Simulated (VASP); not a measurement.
The system is AlIn3N2.

```
Al In N
1.0
     6.12755    0.00000    0.00000
    -3.06378    5.30662    0.00000
     0.00000    0.00000    3.38153
Al In N
1 3 2
Cartesian
  0.0000 0.0000 0.0000
  3.0638 0.0000 1.6908
  1.5319 2.6533 1.6908
  -1.5319 2.6533 1.6908
  0.0000 3.5377 0.0000
  3.0638 1.7689 0.0000
```

The cell was built by a generator and needn't be a form met in nature.

```yaml
Program: VASP 6.6.1
Task: relaxation of cell and atoms
Functional: PBE
Potentials_or_basis: VASP PAW PBE potentials, release 64 (Al, In_d, N)
Cutoff: 520 eV
k_mesh: 3 × 3 × 4
Occupations: gaussian, width 0.15 eV
Spin: no spin polarisation
```

At the start: pressure -2.4 GPa; volume 18.33 Å³/atom.

**Question.** Where does the relaxation end?

**Answer.** Over 7 steps the energy falls by 84.4 meV/atom and the volume is 17.68 Å³/atom (-3.5 %); space group P6/mmm (No. 191, to 0.05 Å).

Step by step:
```
step  energy change (eV)  largest force (eV/Å)  pressure (GPa)  volume (Å³)
   1              0.0000                0.0000           -2.45       109.96
   2             -0.4440                0.0000            0.30       105.36
   3             -0.4813                0.0000            1.93       104.22
   4             -0.4851                0.0000            2.04       103.80
   5             -0.4853                0.0000            1.84       103.67
   6             -0.5065                0.0000           -0.69       106.56
   7             -0.5063                0.0000            0.43       106.10
```

Final structure:
```yaml
crystal:
  lattice:
    - [6.29488, 0.00000, 0.00000]
    - [-3.14744, 5.45152, 0.00000]
    - [0.00000, 0.00000, 3.09172]
  atoms:
    - { symbol: Al, position: [0.00000, 0.00000, 0.00000] }
    - { symbol: In, position: [0.50000, 0.00000, 0.50000] }
    - { symbol: In, position: [0.50000, 0.50000, 0.50000] }
    - { symbol: In, position: [0.00000, 0.50000, 0.50000] }
    - { symbol: N, position: [0.33333, 0.66667, 0.00000] }
    - { symbol: N, position: [0.66667, 0.33333, 0.00000] }
```

Caveat: the k mesh is coarse (spacing up to 0.46 Å⁻¹), so the values aren't converged.
